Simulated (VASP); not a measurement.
A run of VASP 6.6.1:

File INCAR:

```
ALGO     = Normal         # electronic algorithm
EDIFF    = 1E-6           # SCF threshold, eV
EDIFFG   = -0.01          # ionic threshold
ENCUT    = 600            # plane-wave cutoff, eV
GGA      = PE             # functional
IBRION   = 2              # ionic algorithm
ISIF     = 3              # what is computed and relaxed
ISMEAR   = 0              # smearing method
KPAR     = 4            
LASPH    = T              # aspherical terms in the spheres
LCHARG   = F              # write CHGCAR
LREAL    = F              # projectors in reciprocal space
LWAVE    = F              # write WAVECAR
NELM     = 80             # most SCF steps
NSW      = 90             # ionic steps
PREC     = Accurate       # precision mode
SIGMA    = 0.03           # smearing width, eV
```

The input KPOINTS:

```
k-points
0
Gamma
  6 6 6
```

POSCAR

```
Ba4ZrTi3O12
1.0
   -4.0523350000      4.0523350000      4.0523350000
    4.0523350000     -4.0523350000      4.0523350000
    4.0523350000      4.0523350000     -4.0523350000
Ba Zr Ti O
4 1 3 12
Direct
    0.5000000000      0.5000000000      0.5000000000
    0.0000000000      0.0000000000      0.5000000000
    0.0000000000      0.5000000000      0.0000000000
    0.5000000000      0.0000000000      0.0000000000
    0.0000000000      0.0000000000      0.0000000000
    0.5000000000      0.5000000000      0.0000000000
    0.5000000000      0.0000000000      0.5000000000
    0.0000000000      0.5000000000      0.5000000000
    0.0000000000      0.2500000000      0.2500000000
    0.5000000000      0.7500000000      0.2500000000
    0.5000000000      0.2500000000      0.7500000000
    0.0000000000      0.7500000000      0.7500000000
    0.2500000000      0.0000000000      0.2500000000
    0.7500000000      0.5000000000      0.2500000000
    0.7500000000      0.0000000000      0.7500000000
    0.2500000000      0.5000000000      0.7500000000
    0.2500000000      0.2500000000      0.0000000000
    0.7500000000      0.7500000000      0.0000000000
    0.7500000000      0.2500000000      0.5000000000
    0.2500000000      0.7500000000      0.5000000000
```

Potentials or basis: VASP PAW PBE potentials, release 64 (Ba_sv, Zr_sv, Ti_sv, O).

The run is started by

```bash
$ cat potpaw_PBE.64/Ba_sv/POTCAR potpaw_PBE.64/Zr_sv/POTCAR potpaw_PBE.64/Ti_sv/POTCAR potpaw_PBE.64/O/POTCAR > POTCAR
$ mpirun -np 4 vasp_std > vasp.out
```

Hardware: 4 MPI ranks on Intel(R) Xeon(R) 6975P-C (Granite Rapids), on a shared host.

How long does it take, and how much memory?

Wall time 15 min on 4 MPI ranks on Intel(R) Xeon(R) 6975P-C (Granite Rapids), with other jobs on the host, peak memory 0.75 GiB a rank. Counts: scf iterations 80, k points 16, ion steps 8.
